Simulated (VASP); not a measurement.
These are PBE GGA, VASP's PBE PAW potentials (set 64) (plane waves; VASP) values and carry that method's errors.

Input for VASP

File POSCAR:
```
MgB2
1
    1.4926825696    -2.5854014132     0.0000000000
    1.4926825696     2.5854014132    -0.0000000000
   -0.0000000000    -0.0000000000     3.3334603477
Mg B
1 2
Direct
  1.0000000000   0.0000000000   0.0000000000
  0.3333330000   0.6666670000   0.5000000000
  0.6666670000   0.3333330000   0.5000000000
```

**KPOINTS**
```
K-points
0
G
 12 12 9
0 0 0
```

**INCAR**
```
ALGO = Normal
EDIFF = 1E-6
EDIFFG = -0.02
ENCUT = 620
GGA = PE
IBRION = 2
ISIF = 3
ISMEAR = 1
LASPH = .True.
LCHARG = .False.
LREAL = .False.
LWAVE = .False.
NELM = 100
NSW = 40
PREC = Accurate
PSTRESS = 200
SIGMA = 0.1
SYSTEM = MgB2
```

POTCAR, in this order: Mg B (PBE.64 set). Program: vasp_std.

What VASP printed:

### OSZICAR
```
       N       E                     dE             d eps       ncg     rms          rms(c)
DAV:   1     0.994617091271E+01    0.99462E+01   -0.44507E+03  1624   0.982E+02
DAV:   2    -0.167081693045E+02   -0.26654E+02   -0.25297E+02  2208   0.129E+02
DAV:   3    -0.169796590812E+02   -0.27149E+00   -0.27147E+00  1912   0.158E+01
DAV:   4    -0.169800370499E+02   -0.37797E-03   -0.37797E-03  2360   0.547E-01
DAV:   5    -0.169800372747E+02   -0.22480E-06   -0.22491E-06  1904   0.852E-03    0.565E+00
DAV:   6    -0.154417982327E+02    0.15382E+01   -0.24045E+00  1640   0.906E+00    0.277E+00
DAV:   7    -0.151616534218E+02    0.28014E+00   -0.13263E+00  1856   0.658E+00    0.813E-01
DAV:   8    -0.151608505607E+02    0.80286E-03   -0.10733E-01  1648   0.225E+00    0.350E-01
DAV:   9    -0.151539334843E+02    0.69171E-02   -0.21756E-02  1744   0.863E-01    0.520E-02
DAV:  10    -0.151539043549E+02    0.29129E-04   -0.12024E-03  2200   0.236E-01    0.269E-02
DAV:  11    -0.151538783888E+02    0.25966E-04   -0.15323E-04  1680   0.797E-02    0.294E-03
DAV:  12    -0.151538780192E+02    0.36962E-06   -0.34438E-06  1832   0.141E-02
   1 F= -.11942140E+02 E0= -.11942303E+02  d E =-.119421E+02
```

File OUTCAR:
```
------------------------ aborting loop because EDIFF is reached ----------------------------------------
  FORCE on cell =-STRESS in cart. coord.  units (eV):
  Direction    XX          YY          ZZ          XY          YZ          ZX
  --------------------------------------------------------------------------------------
  Total        3.2201949      3.2201933      3.1866458      0.0000000     -0.0000000     -0.0000000
  in kB      200.5266097    200.5265109    198.4374535      0.0000000     -0.0000000     -0.0000000
  external PRESSURE =      -0.1698086 kB  Pullay stress =     200.0000000 kB
  volume of cell :       25.73
      direct lattice vectors                 reciprocal lattice vectors
     1.492682570 -2.585401413  0.000000000     0.334967400 -0.193393566  0.000000000
     1.492682570  2.585401413  0.000000000     0.334967400  0.193393566  0.000000000
     0.000000000  0.000000000  3.333460348     0.000000000  0.000000000  0.299988569
 POSITION                                       TOTAL-FORCE (eV/Angst)
 -----------------------------------------------------------------------------------
      0.00000      0.00000      0.00000         0.000000      0.000000      0.000000
      1.49268      0.86180      1.66673         0.000000      0.000000      0.000000
      1.49268     -0.86180      1.66673        -0.000000     -0.000000      0.000000
 -----------------------------------------------------------------------------------
    total drift:                                0.000000     -0.000000      0.000000
  FREE ENERGIE OF THE ION-ELECTRON SYSTEM (eV)
  ---------------------------------------------------
  free  energy   TOTEN  =       -15.1538780192 eV

  energy  without entropy=      -15.1543680920  energy(sigma->0) =      -15.15404138
  enthalpy is  TOTEN    =       -11.9421397560 eV   P V=        3.2117382632

 reached required accuracy - stopping structural energy minimisation
```
(Selected blocks of OUTCAR.)

The compound is MgB2 in the AlB2 type structure. It was relaxed first under an external pressure of 20 GPa.
